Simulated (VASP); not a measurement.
Method: rev-vdW-DF2, VASP's PBE PAW potentials (set 64) (plane waves; VASP 6.6.1).

Input for VASP

File KPOINTS:
```
Automatic mesh
0
Gamma
14 14 13
0 0 0
```

**POSCAR**
```
WC
1.0
  1.4581040455  -2.5255103650   0.0000000000
  1.4581040455   2.5255103650   0.0000000000
  0.0000000000   0.0000000000   2.8439427996
W C
1 1
Direct
  0.0000000000   0.0000000000   0.0000000000
  0.3333330000   0.6666670000   0.5000000000
```

INCAR:
```
SYSTEM = WC
PREC = Accurate; ENCUT = 520; LREAL = F
LASPH = T
EDIFF = 1E-7; NELM = 100; ALGO = Normal
LMAXMIX = 6
ISMEAR = 1; SIGMA = 0.1
GGA = MK; LUSE_VDW = T; AGGAC = 0.0
PARAM1 = 0.1234568; PARAM2 = 0.7114; ZAB_VDW = -1.8867
IBRION = 2; NSW = 30; ISIF = 4
EDIFFG = -0.01
LWAVE = F; LCHARG = F
```

POTCAR, in this order: W_sv C (PBE.64 set). Program: vasp_std.

The run wrote:

**OUTCAR**
```
 ion  position               nearest neighbor table
   1  0.000  0.000  0.000-   2 2.20   2 2.20   2 2.20   2 2.20   2 2.20   2 2.20
   2  0.333  0.667  0.500-   1 2.20   1 2.20   1 2.20   1 2.20   1 2.20   1 2.20
  LATTYP: Found a hexagonal cell.
 ALAT       =     2.9162081564
 C/A-ratio  =     0.9752194107
 Subroutine PRICEL returns:
 Original cell was already a primitive cell.
 Subroutine GETGRP returns: Found 12 space group operations
The static configuration has the point symmetry D_3h.
The dynamic configuration has the point symmetry D_3h.
 Subroutine INISYM returns: Found 12 space group operations
 Subroutine IBZKPT returns following result:
 Found    168 irreducible k-points:

 Following reciprocal coordinates:
            Coordinates               Weight
  0.000000  0.000000  0.000000      1.000000
  0.071429  0.000000  0.000000      6.000000
  0.142857  0.000000  0.000000      6.000000
  0.214286  0.000000  0.000000      6.000000
  0.285714 -0.000000  0.000000      6.000000
  0.357143  0.000000  0.000000      6.000000
  0.428571  0.000000  0.000000      6.000000
  0.500000  0.000000  0.000000      3.000000
  0.071429  0.071429  0.000000      6.000000
  0.142857  0.071429  0.000000     12.000000
  0.214286  0.071429  0.000000     12.000000
  0.285714  0.071429  0.000000     12.000000
  0.357143  0.071429  0.000000     12.000000
  0.428571  0.071429  0.000000     12.000000
  0.142857  0.142857  0.000000      6.000000
  0.214286  0.142857  0.000000     12.000000
  0.285714  0.142857  0.000000     12.000000
  0.357143  0.142857  0.000000     12.000000
  0.428571  0.142857  0.000000      6.000000
  0.214286  0.214286  0.000000      6.000000
  0.285714  0.214286  0.000000     12.000000
  0.357143  0.214286  0.000000     12.000000
  0.285714  0.285714  0.000000      6.000000
...
```

OSZICAR:
```
       N       E                     dE             d eps       ncg     rms          rms(c)
DAV:   1     0.113997294735E+03    0.11400E+03   -0.99011E+03  4376   0.154E+03
DAV:   2    -0.181252955058E+02   -0.13212E+03   -0.12848E+03  5033   0.381E+02
DAV:   3    -0.221011400993E+02   -0.39758E+01   -0.39450E+01  5295   0.609E+01
DAV:   4    -0.221413686930E+02   -0.40229E-01   -0.40206E-01  4828   0.639E+00
DAV:   5    -0.221416993558E+02   -0.33066E-03   -0.33066E-03  5098   0.604E-01    0.317E+01
DAV:   6    -0.191517815800E+02    0.29899E+01   -0.98078E+00  4923   0.318E+01    0.824E+00
DAV:   7    -0.190791259389E+02    0.72656E-01   -0.46700E-01  4558   0.610E+00    0.608E+00
DAV:   8    -0.190543758156E+02    0.24750E-01   -0.72735E-02  4848   0.256E+00    0.871E-01
DAV:   9    -0.190532194515E+02    0.11564E-02   -0.39375E-03  4708   0.488E-01    0.146E-01
DAV:  10    -0.190531950650E+02    0.24387E-04   -0.30438E-04  5128   0.232E-01    0.786E-02
DAV:  11    -0.190531935713E+02    0.14937E-05   -0.25496E-05  4758   0.455E-02    0.132E-02
DAV:  12    -0.190531921921E+02    0.13792E-05   -0.67769E-06  4753   0.255E-02    0.402E-03
DAV:  13    -0.190531922135E+02   -0.21327E-07   -0.13881E-07  3182   0.398E-03
   1 F= -.19053192E+02 E0= -.19053194E+02  d E =-.190532E+02
       N       E                     dE             d eps       ncg     rms          rms(c)
DAV:   1    -0.190540673445E+02   -0.87515E-03   -0.32580E-02  4373   0.217E+00    0.151E-01
DAV:   2    -0.190533998447E+02    0.66750E-03   -0.14027E-03  4658   0.373E-01    0.809E-02
DAV:   3    -0.190531571619E+02    0.24268E-03   -0.48307E-04  4713   0.202E-01    0.272E-02
DAV:   4    -0.190531540102E+02    0.31516E-05   -0.23425E-05  4818   0.471E-02    0.122E-02
DAV:   5    -0.190531536390E+02    0.37120E-06   -0.21653E-06  4678   0.143E-02    0.253E-03
DAV:   6    -0.190531535647E+02    0.74385E-07   -0.30207E-07  4152   0.545E-03
   2 F= -.19053154E+02 E0= -.19053159E+02  d E =0.386488E-04
       N       E                     dE             d eps       ncg     rms          rms(c)
DAV:   1    -0.190535385107E+02   -0.38487E-03   -0.10246E-02  4373   0.122E+00    0.849E-02
DAV:   2    -0.190533273178E+02    0.21119E-03   -0.44273E-04  4653   0.210E-01    0.453E-02
DAV:   3    -0.190532518734E+02    0.75444E-04   -0.14904E-04  4718   0.113E-01    0.157E-02
DAV:   4    -0.190532507138E+02    0.11596E-05   -0.76447E-06  4818   0.269E-02    0.692E-03
DAV:   5    -0.190532505222E+02    0.19161E-06   -0.69804E-07  4628   0.819E-03    0.145E-03
DAV:   6    -0.190532504973E+02    0.24828E-07   -0.86547E-08  2366   0.306E-03
   3 F= -.19053250E+02 E0= -.19053255E+02  d E =-.582839E-04
```

OUTCAR:
```
------------------------ aborting loop because EDIFF is reached ----------------------------------------
  FORCE on cell =-STRESS in cart. coord.  units (eV):
  Direction    XX          YY          ZZ          XY          YZ          ZX
  --------------------------------------------------------------------------------------
  Total        0.0098790      0.0098790      0.0101979      0.0000000      0.0000000     -0.0000000
  in kB        0.7556781      0.7556782      0.7800661      0.0000000      0.0000000     -0.0000000
  external PRESSURE =       0.7638075 kB  Pullay stress =       0.0000000 kB
  volume of cell :       20.95
      direct lattice vectors                 reciprocal lattice vectors
     1.457442031 -2.524363723  0.000000000     0.343066818 -0.198069714 -0.000000000
     1.457442031  2.524363723 -0.000000000     0.343066818  0.198069714 -0.000000000
     0.000000000 -0.000000000  2.846526996    -0.000000000  0.000000000  0.351305293
 POSITION                                       TOTAL-FORCE (eV/Angst)
 -----------------------------------------------------------------------------------
      0.00000     -0.00000      2.84653        -0.000000      0.000000     -0.000000
      1.45744      0.84146      1.42326         0.000000     -0.000000      0.000000
 -----------------------------------------------------------------------------------
    total drift:                                0.000000     -0.000390      0.000000
  FREE ENERGIE OF THE ION-ELECTRON SYSTEM (eV)
  ---------------------------------------------------
  free  energy   TOTEN  =       -19.0532504973 eV

  energy  without entropy=      -19.0532638566  energy(sigma->0) =      -19.05325495

 reached required accuracy - stopping structural energy minimisation
```
(Selected blocks of OUTCAR.)

File CONTCAR:
```
WC
   1.00000000000000
     1.4574420313218126   -2.5243637227321338    0.0000000000000000
     1.4574420313218126    2.5243637227321338   -0.0000000000000000
     0.0000000000000000   -0.0000000000000000    2.8465269958089094
  W               C
     1     1
Direct
     0.0000000000000000    0.0000000000000000    1.0000000000000000
     0.3333330000000032    0.6666669999999968    0.5000000000000000
```

The compound is WC in the wc structure. This run relaxes it. Symmetry was kept, so distortions that lower it aren't found.
